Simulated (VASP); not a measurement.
OSZICAR of a VASP run on Mg (hcp):

OSZICAR:
```
       N       E                     dE             d eps       ncg     rms          rms(c)
DAV:   1     0.727023332293E+00    0.72702E+00   -0.20511E+03   912   0.892E+02
DAV:   2    -0.552081742819E+01   -0.62478E+01   -0.59229E+01  1464   0.752E+01
DAV:   3    -0.566073300948E+01   -0.13992E+00   -0.10500E+00  1596   0.126E+01
DAV:   4    -0.566283044564E+01   -0.20974E-02   -0.20673E-02  1572   0.135E+00
DAV:   5    -0.566284421869E+01   -0.13773E-04   -0.13768E-04  1626   0.132E-01    0.812E-01
DAV:   6    -0.105048269297E+02   -0.48420E+01   -0.56900E+00   942   0.255E+01    0.801E-01
DAV:   7    -0.105043586882E+02    0.46824E-03   -0.31536E-02  1530   0.297E+00    0.802E-01
DAV:   8    -0.103238395499E+02    0.18052E+00   -0.34776E-01  1368   0.160E+01    0.688E-01
DAV:   9    -0.106581049903E+02   -0.33427E+00   -0.83737E-01   924   0.156E+01    0.752E-01
DAV:  10    -0.105627136829E+02    0.95391E-01   -0.38420E+01   912   0.862E+02    0.411E-01
DAV:  11    -0.105817638041E+02   -0.19050E-01   -0.28405E-02  1572   0.799E+00    0.286E-01
DAV:  12    -0.105829706302E+02   -0.12068E-02   -0.13448E-03  1434   0.201E+00    0.266E-01
DAV:  13    -0.106136298632E+02   -0.30659E-01   -0.26065E-01  1098   0.128E+01    0.190E-02
DAV:  14    -0.106175328508E+02   -0.39030E-02   -0.67331E-03  1224   0.183E+00    0.165E-02
DAV:  15    -0.106104832271E+02    0.70496E-02   -0.18310E-02  1104   0.649E+00    0.834E-03
DAV:  16    -0.106529230802E+02   -0.42440E-01   -0.34578E-01   912   0.103E+01    0.168E-02
DAV:  17    -0.106531467997E+02   -0.22372E-03   -0.12335E-04  1428   0.111E-01    0.103E-02
DAV:  18    -0.106531660440E+02   -0.19244E-04   -0.12006E-05   984   0.545E-02    0.107E-02
DAV:  19    -0.106532208999E+02   -0.54856E-04   -0.15247E-05  1080   0.564E-02    0.787E-03
DAV:  20    -0.106532841435E+02   -0.63244E-04   -0.18587E-05   996   0.678E-02    0.238E-03
DAV:  21    -0.106532876887E+02   -0.35451E-05   -0.64877E-07  1098   0.122E-02    0.237E-03
DAV:  22    -0.106532894971E+02   -0.18084E-05   -0.42994E-07   678   0.118E-02    0.212E-03
DAV:  23    -0.106532900866E+02   -0.58950E-06   -0.22954E-07   618   0.824E-03
   1 F= -.10653290E+02 E0= -.10653388E+02  d E =-.106533E+02
```

Q: Which electronic solver shows in the log?

A: It is blocked Davidson (ALGO = Normal, or the opening steps of other solvers). The INCAR had ALGO = Normal.

Q: Can the final energy be trusted as converged?

A: The calculation finished and met its thresholds. It stopped with EDIFF = 1E-6, NELM = 100, NSW = 60 and EDIFFG = -0.01 after 1 ionic step (TPSS meta-GGA, plane waves, VASP's PBE PAW potentials (set 64)).

The compound is Mg in the hcp structure. It was relaxed first. The start is the result of an earlier pass.
